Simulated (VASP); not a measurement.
A VASP calculation is set up with these files.

**INCAR**
```
! general
SYSTEM  =KZnF3
PREC    =Accurate
ENCUT   =520
LREAL   =.FALSE.
LASPH   =.TRUE.

! electronic loop
EDIFF   =1E-7
NELM    =100
ALGO    =Normal
LMAXMIX =4
LMIXTAU =.TRUE.

! smearing
ISMEAR  =0
SIGMA   =0.05

! functional
METAGGA =R2SCAN
LUSE_VDW=.TRUE.
BPARAM  =11.95
CPARAM  =0.0093

! ions
ISIF    =2

! output
LWAVE   =.FALSE.
LCHARG  =.FALSE.
```

**KPOINTS**
```
Automatic mesh
0
Gamma
6 6 6
0 0 0
```

POSCAR:
```
KZnF3
4.0707150
  1.0000000151   0.0000000000   0.0000000000
  0.0000000000   1.0000000151   0.0000000000
  0.0000000000   0.0000000000   1.0000000151
K Zn F
1 1 3
direct
  0.0000000000   0.0000000000   0.0000000000
  0.5000000000   0.5000000000   0.5000000000
  0.5000000000   0.0000000000   0.5000000000
  0.0000000000   0.5000000000   0.5000000000
  0.5000000000   0.5000000000   0.0000000000
```

POTCAR, in this order: K_sv Zn F (PBE.64 set). Program: vasp_std.

Problem. Translate this r2SCAN+rVV10 calculation to Ansatz.

Solution. One equivalent input (not run):
Ansatz 0.2 input:
```yaml
crystal:
  lattice:
    - [4.0707151, 0.0000000, 0.0000000]
    - [0.0000000, 4.0707151, 0.0000000]
    - [0.0000000, 0.0000000, 4.0707151]
  atoms:
    - { symbol: K, position: [0.0000000, 0.0000000, 0.0000000] }
    - { symbol: Zn, position: [0.5000000, 0.5000000, 0.5000000] }
    - { symbol: F, position: [0.5000000, 0.0000000, 0.5000000] }
    - { symbol: F, position: [0.0000000, 0.5000000, 0.5000000] }
    - { symbol: F, position: [0.5000000, 0.5000000, 0.0000000] }
kpoints:
  mp_grid: { grid: [6, 6, 6] }
hamiltonian:
  xc: r2scan
  dispersion: rvv10
  pseudopotentials: { kind: paw }
scf:
  occupations: { method: gaussian, width: 0.05 }
  max_iter: 100
output: { forces: true, stress: true, eigenvalues: true }
```
What does not carry over: each code has its own PAW files, so the cut-off isn't converted (ENCUT is set for VASP's; basis.ecutwfc is left out, and Ansatz then takes the one that its files recommend); Ansatz stops its SCF on the density residual and VASP on the energy change (EDIFF).

The compound is KZnF3 in the cubic perovskite structure. This cell is one point of a volume scan, at 1.03 of the reference volume.
